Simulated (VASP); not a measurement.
An input for Ansatz (written as the equivalent of a VASP run, and not itself run):

Ansatz 0.2 input:
```yaml
crystal:
  lattice:
    - [2.8356699, 0.0000000, 0.0000000]
    - [0.0000000, 2.8356699, 0.0000000]
    - [0.0000000, 0.0000000, 2.8356699]
  atoms:
    - { symbol: Al, position: [0.5000000, 0.5000000, 0.5000000] }
    - { symbol: Ni, position: [0.0000000, 0.0000000, 0.0000000] }
kpoints:
  mp_grid: { grid: [14, 14, 14] }
hamiltonian:
  xc: lda
  pseudopotentials: { kind: paw }
scf:
  occupations: { method: tetrahedron }
  max_iter: 100
output: { forces: true, stress: true, eigenvalues: true }
```

Translate this input to VASP (INCAR, KPOINTS, POSCAR, choice of POTCAR).

This is not unique; one that fits is 
KPOINTS:
```
K-points
0
Gamma
 14 14 14
0 0 0
```

### INCAR
```
SYSTEM  =  NiAl
PREC  =  Accurate; ENCUT  =  520; LREAL  =  .FALSE.
LASPH  =  .TRUE.
EDIFF  =  1E-7; NELM  =  100; ALGO  =  Normal
LMAXMIX  =  4
ISMEAR  =  -5
ISIF  =  2
LWAVE  =  .FALSE.; LCHARG  =  .TRUE.; LORBIT  =  11
NEDOS  =  601
```

**POSCAR**
```
NiAl
1.0
  2.8356698721   0.0000000000   0.0000000000
  0.0000000000   2.8356698721   0.0000000000
  0.0000000000   0.0000000000   2.8356698721
Al Ni
1 1
Cartesian
  1.4178349360   1.4178349360   1.4178349360
  0.0000000000   0.0000000000   0.0000000000
```

POTCAR, in this order: Al Ni (LDA.64 set). Program: vasp_std.

The two are equivalent in intent, not identical: each code has its own PAW files, so the cut-off isn't converted (ENCUT is set for VASP's; basis.ecutwfc is left out, and Ansatz then takes the one that its files recommend); Ansatz stops its SCF on the density residual and VASP on the energy change (EDIFF); Ansatz's lda is the Perdew-Wang form, while the LDA potentials of VASP carry Perdew-Zunger's.

The compound is NiAl in the CsCl type structure. It was relaxed first, which changed the volume by -6 %.
